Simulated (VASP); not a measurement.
Given:

```xyz
2
Lattice="0.0000 4.2031 4.2031 4.2031 0.0000 4.2031 4.2031 4.2031 0.0000" Properties=species:S:1:pos:R:3 pbc="T T T"
Cs     0.0000     0.0000     0.0000
Br     2.1016     2.1016     2.1016
```

These are r2SCAN meta-GGA, VASP's PBE PAW potentials (set 64) (plane waves; VASP) values and carry that method's errors. Run with 400 eV cut-off, 5×5×5 Γ-centred mesh, Gaussian smearing of 0.050 eV, potentials Cs_sv Br.

Energy and stress use the plane-wave basis of the starting cell.

### Question
The ions, cell shape and volume are relaxed. What does this cell relax into?

### Answer

```xyz
2
Lattice="0.0000 4.0829 4.0829 4.0829 0.0000 4.0829 4.0829 4.0829 0.0000" Properties=species:S:1:pos:R:3 pbc="T T T"
Cs     0.0000     0.0000     0.0000
Br     2.0415     2.0415     2.0415
```
Space group F-43m (216), at a tolerance of 0.03 Å.

### Question
How do energy and volume change from the first to the last step?

### Answer
The energy (σ→0) changes by -11.6 meV/atom and the volume by -8.3 %, in 3 ionic steps.

The structure was generated: CsBr was put into the zinc blende type (F-43m), which need not be its known phase. This run relaxes it. Symmetry was kept, so distortions that lower it aren't found.
